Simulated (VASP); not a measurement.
CuI (zinc blende): the bulk modulus from VASP (plane waves, PAW) at several levels of theory. Static lattice, third-order Birch-Murnaghan fit over five volumes.

```tsv
level	bulk modulus (GPa)
LDA	56.2
PBE	38.9
PBEsol	49.0
RPBE	30.9
AM05	44.9
PBE-D3(BJ)	46.6
PBE-D4	47.2
optB88-vdW	41.3
rev-vdW-DF2	42.9
revTPSS	42.5
SCAN	44.0
r2SCAN	43.8
r2SCAN+rVV10	46.9
```

The cell of the LDA run:

CuI has the cubic space group F-43m (No. 216), the zinc blende structure, Pearson symbol cF8. Lattice parameters: a = b = c = 5.867 Å, α = β = γ = 90.00°. Cu on 4a is coordinated by 4 I at 2.540 Å (tetrahedral). I on 4d has 4 Cu at 2.540 Å (tetrahedral). (Neighbours: up to the widest gap in distance over summed covalent radii, below 1.35, at either atom; cation-cation and far metal-metal contacts left out.)
(The calculation used a cell of 2 atoms; values per cell refer to that cell.)

Only levels that ran to the end are used. Left out are those held back, those with too coarse a band path, GW runs whose mesh misses a band edge, hybrids' fits of cells that aren't cubic and levels without matching references; a question may draw on a part of the rest.

The compound is CuI in the zinc blende structure.
